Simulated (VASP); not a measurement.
```
CELL_PARAMETERS angstrom
      3.50705     0.00000     0.00000
      0.00000     3.50705     0.00000
      0.00000     0.00000     3.50705
ATOMIC_POSITIONS crystal
  In 0.00000 0.00000 0.00000
  As 0.50000 0.50000 0.50000
```

Level of theory: PBEsol GGA, VASP's PBE PAW potentials (set 64) (plane waves; VASP). Run with 400 eV cut-off, Gaussian smearing of 0.050 eV, potentials In_d As.

Unless said otherwise, spin-orbit coupling is left out, though it shifts the bands of the heavy elements here.

Problem. Predict the band gap (along the path) with the smallest direct gap where there is one.

Solution. 
- band gap (along the path) = none (metal, semimetal or under 0.01 eV)

The absolute energy has meaning only against runs of the same code, potentials and settings.

The structure was generated: InAs was put into the CsCl type type (Pm-3m), which need not be its known phase. It was relaxed first, which changed the volume by +10 %. VASP warned that the highest band is occupied, so more bands are needed.
